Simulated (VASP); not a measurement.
All values below come from rev-vdW-DF2, VASP's PBE PAW potentials (set 64) (plane waves; VASP).

Input for VASP

INCAR:
```
# general
SYSTEM   = K
PREC     = Accurate
ENCUT    = 520
LREAL    = .FALSE.
LASPH    = .TRUE.

# electronic loop
EDIFF    = 1E-7
NELM     = 100
ALGO     = Normal

# smearing
ISMEAR   = -5

# functional
GGA      = MK
LUSE_VDW = .TRUE.
AGGAC    = 0.0
PARAM1   = 0.1234568
PARAM2   = 0.7114
ZAB_VDW  = -1.8867

# ions
ISIF     = 2

# output
LWAVE    = .FALSE.
LCHARG   = .TRUE.
LORBIT   = 11
NEDOS    = 601
```

**POSCAR**
```
K
1
   -2.5989556910     2.5989556910     2.5989556910
    2.5989556910    -2.5989556910     2.5989556910
    2.5989556910     2.5989556910    -2.5989556910
K
1
Direct
  0.0000000000   0.0000000000   0.0000000000
```

KPOINTS:
```
Automatic mesh
0
Gamma
11 11 11
0 0 0
```

POTCAR, in this order: K_sv (PBE.64 set). Program: vasp_std.

What VASP printed:

OUTCAR:
```
 ion  position               nearest neighbor table
   1  0.000  0.000  0.000-
  LATTYP: Found a body centered cubic cell.
 ALAT       =     5.1979113820
 Subroutine PRICEL returns:
 Original cell was already a primitive cell.
 Subroutine GETGRP returns: Found 48 space group operations
The static configuration has the point symmetry O_h .
The dynamic configuration has the point symmetry O_h .
 Subroutine INISYM returns: Found 48 space group operations
 Subroutine IBZKPT returns following result:
 Found     56 irreducible k-points:

 Following reciprocal coordinates:
            Coordinates               Weight
  0.000000  0.000000  0.000000      1.000000
  0.090909  0.000000  0.000000     12.000000
  0.181818  0.000000  0.000000     12.000000
  0.272727  0.000000  0.000000     12.000000
  0.363636  0.000000  0.000000     12.000000
  0.454545  0.000000  0.000000     12.000000
  0.090909  0.090909  0.000000     24.000000
  0.181818  0.090909  0.000000     48.000000
  0.272727  0.090909 -0.000000     48.000000
  0.363636  0.090909  0.000000     48.000000
  0.454545  0.090909  0.000000     24.000000
  0.181818  0.181818  0.000000     24.000000
  0.272727  0.181818 -0.000000     48.000000
  0.363636  0.181818  0.000000     48.000000
  0.272727  0.272727  0.000000     24.000000
  0.363636  0.272727  0.000000     24.000000
  0.090909  0.090909  0.090909      8.000000
  0.181818  0.090909  0.090909     24.000000
  0.272727  0.090909  0.090909     24.000000
  0.363636  0.090909  0.090909     24.000000
 -0.090909  0.090909  0.090909      6.000000
  0.181818  0.181818  0.090909     24.000000
  0.272727  0.181818  0.090909     48.000000
  0.363636  0.181818  0.090909     24.000000
 -0.181818  0.181818  0.090909     24.000000
...
```

**OSZICAR**
```
       N       E                     dE             d eps       ncg     rms          rms(c)
DAV:   1     0.491115378105E+02    0.49112E+02   -0.37699E+03   896   0.873E+02
DAV:   2     0.233998875623E+01   -0.46772E+02   -0.46557E+02   896   0.216E+02
DAV:   3     0.961099751790E+00   -0.13789E+01   -0.13774E+01  1520   0.349E+01
DAV:   4     0.937433443957E+00   -0.23666E-01   -0.23614E-01  1360   0.323E+00
DAV:   5     0.937335135140E+00   -0.98309E-04   -0.98491E-04  1584   0.180E-01    0.255E+00
DAV:   6     0.937998448808E+00    0.66331E-03   -0.19890E-03  1432   0.328E-01    0.160E+00
DAV:   7     0.937641814050E+00   -0.35663E-03   -0.44603E-03  1328   0.454E-01    0.659E-02
DAV:   8     0.937538952699E+00   -0.10286E-03   -0.26560E-04  1424   0.199E-01    0.210E-02
DAV:   9     0.937492086846E+00   -0.46866E-04   -0.63618E-05  1152   0.444E-02    0.135E-02
DAV:  10     0.937489523405E+00   -0.25634E-05   -0.84089E-06  1488   0.209E-02    0.267E-03
DAV:  11     0.937489226927E+00   -0.29648E-06   -0.67665E-07  1240   0.571E-03    0.131E-03
DAV:  12     0.937489298122E+00    0.71194E-07   -0.88078E-08  1360   0.175E-03
   1 F= 0.93748930E+00 E0= 0.93748930E+00  d E =0.000000E+00
```

File OUTCAR:
```
------------------------ aborting loop because EDIFF is reached ----------------------------------------
  FORCE on cell =-STRESS in cart. coord.  units (eV):
  Direction    XX          YY          ZZ          XY          YZ          ZX
  --------------------------------------------------------------------------------------
  Total       -0.0004228     -0.0004228     -0.0004228     -0.0000000      0.0000000     -0.0000000
  in kB       -0.0096467     -0.0096467     -0.0096467     -0.0000000      0.0000000     -0.0000000
  external PRESSURE =      -0.0096467 kB  Pullay stress =       0.0000000 kB
  volume of cell :       70.22
      direct lattice vectors                 reciprocal lattice vectors
    -2.598955691  2.598955691  2.598955691     0.000000000  0.192384965  0.192384965
     2.598955691 -2.598955691  2.598955691     0.192384965  0.000000000  0.192384965
     2.598955691  2.598955691 -2.598955691     0.192384965  0.192384965  0.000000000
 POSITION                                       TOTAL-FORCE (eV/Angst)
 -----------------------------------------------------------------------------------
      0.00000      0.00000      0.00000        -0.000000     -0.000000      0.000000
 -----------------------------------------------------------------------------------
    total drift:                               -0.000000      0.000000      0.000000
  FREE ENERGIE OF THE ION-ELECTRON SYSTEM (eV)
  ---------------------------------------------------
  free  energy   TOTEN  =         0.9374892981 eV

  energy  without entropy=        0.9374892981  energy(sigma->0) =        0.93748930

 total charge

# of ion       s       p       d       tot
------------------------------------------
    1        1.981   5.522   0.005   7.509
```
(Selected blocks of OUTCAR.)

For a metal the tetrahedron method with Blöchl corrections gives inexact stress and forces.

The compound is K in the bcc structure. It was relaxed first.
